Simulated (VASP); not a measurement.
Given:

```xyz
71
Lattice="4.9323 -8.5430 0.0000 4.9323 8.5430 0.0000 0.0000 0.0000 10.5848" Properties=species:S:1:pos:R:3 pbc="T T T"
Zn     1.6470    -0.9654     2.6391
Zn     1.6471     0.9473     0.0298
Zn     1.6450    -0.9548     7.9559
Zn     1.6330     0.9267     5.3017
Zn     3.3006     1.8907     2.6872
Zn     3.2898     3.7929     0.0293
Zn     3.2804     1.9011     7.9767
Zn     3.3014     3.8090     5.2984
Zn     4.9455     4.7493     2.6378
Zn     4.9317     6.6431    10.5813
Zn     4.9339     4.7439     7.9540
Zn     4.9319     6.6418     5.3036
Zn     3.2948    -3.8021     2.6350
Zn     3.2949    -1.8982    10.5829
Zn     3.2923    -3.8015     7.9560
Zn     3.2810    -1.9171     5.3131
Zn     4.9343    -0.9638     2.6408
Zn     4.9361     0.9448     0.0248
Zn     4.9349    -0.9543     7.9297
Zn     6.5893     1.9020     2.6402
Zn     6.5777     3.7886    10.5813
Zn     6.5809     1.8964     7.9293
Zn     6.5871     3.8098     5.3120
Zn     4.9299    -6.6391     2.6422
Zn     4.9353    -4.7487    10.5812
Zn     4.9337    -6.6499     7.9527
Zn     4.9362    -4.7501     5.3205
Zn     6.5677    -3.8004     2.6435
Zn     6.5753    -1.8987     0.0019
Zn     6.5805    -3.7985     7.9514
Zn     6.5882    -1.8915     5.3040
Zn     8.2266    -0.9550     2.6395
Zn     8.2183     0.9480     0.0012
Zn     8.2253    -0.9541     7.9539
Zn     8.2171     0.9321     5.3038
O      1.6571    -0.9431     4.6564
O      1.6743     0.9599     2.0640
O      1.6478    -0.9404     9.9576
O      1.6628     0.9526     7.2769
O      3.2917     3.7643     2.0637
O      3.2956     1.8921     9.9618
O      3.2914     3.7753     7.2743
O      4.9312     4.7276     4.6546
O      4.9363     6.6406     2.0096
O      4.9243     4.7361     9.9561
O      4.9361     6.6400     7.3006
O      3.2991    -3.8058     4.6516
O      3.2985    -1.8985     2.0158
O      3.2884    -3.7989     9.9552
O      3.2909    -1.8988     7.3028
O      4.9235    -0.8388     4.6931
O      4.9251     0.9521     2.0497
O      4.9361    -0.9337     9.9291
O      4.9098     0.9606     7.1607
O      6.4751     1.8480     4.6924
O      6.5799     3.7861     2.0149
O      6.5624     1.8843     9.9286
O      6.5760     3.7920     7.3014
O      4.9515    -6.6543     4.6636
O      4.9377    -4.7513     2.0082
O      4.9423    -6.6563     9.9556
O      4.9388    -4.7518     7.3140
O      6.5944    -3.8133     4.6639
O      6.5725    -1.9018     2.0220
O      6.5903    -3.8018     9.9547
O      6.5777    -1.8994     7.2953
O      8.2224    -0.9530     4.6492
O      8.2197     0.9509     2.0217
O      8.2185    -0.9499     9.9531
O      8.2206     0.9457     7.2953
Ga     4.7658     1.0436     5.2161
```

Level of theory: PBE GGA, VASP's PBE PAW potentials (set 64) (plane waves; VASP). Run with PREC = Normal, LREAL = Auto, ISYM = 0, 400 eV cut-off, 1×1×1 Γ-centred mesh, Gaussian smearing of 0.050 eV, potentials Zn O Ga. Starting moments (MAGMOM): 71*0.0141. The cell's moment is fixed (NUPDOWN = 1).

At this cut-off the stress carries a Pulay error, which pulls relaxed volumes low.  The supercell is sampled at Γ alone, which is coarse: total energies, pressure and levels can be off, energies of defects by several tenths of an eV.

Problem. Predict the cell moment, energy per atom (σ→0), pressure.

Solution. 
```yaml
cell_moment: 1.00 μB
energy per atom (σ→0): -4.429 eV/atom
pressure: -4.01 GPa
```

Problem. Give the moment on each site (PAW-sphere projection).

Solution. 
```csv
site,moment (μB)
Zn1,0.01
Zn2,0.01
Zn3,0.01
Zn4,0.01
Zn5,0.01
Zn6,0.01
Zn7,0.01
Zn8,0.01
Zn9,0.01
Zn10,0.01
Zn11,0.01
Zn12,0.00
Zn13,0.01
Zn14,0.01
Zn15,0.01
Zn16,0.01
Zn17,0.01
Zn18,0.01
Zn19,0.01
Zn20,0.01
Zn21,0.01
Zn22,0.01
Zn23,0.01
Zn24,0.01
Zn25,0.01
Zn26,0.01
Zn27,0.01
Zn28,0.01
Zn29,0.01
Zn30,0.01
Zn31,0.00
Zn32,0.01
Zn33,0.01
Zn34,0.01
Zn35,0.00
O36,0.01
O37,0.01
O38,0.00
O39,0.01
O40,0.01
O41,0.00
O42,0.01
O43,0.01
O44,0.00
O45,0.00
O46,0.00
O47,0.00
O48,0.00
O49,0.00
O50,0.00
O51,0.02
O52,0.02
O53,0.00
O54,0.02
O55,0.02
O56,0.00
O57,0.00
O58,0.00
O59,0.00
O60,0.00
O61,0.00
O62,0.00
O63,0.00
O64,0.00
O65,0.00
O66,0.00
O67,0.00
O68,0.00
O69,0.00
O70,0.00
Ga71,0.07
```

The cell is a supercell with a defect, built from ZnO (wurtzite): Ga_Zn-vac_O.
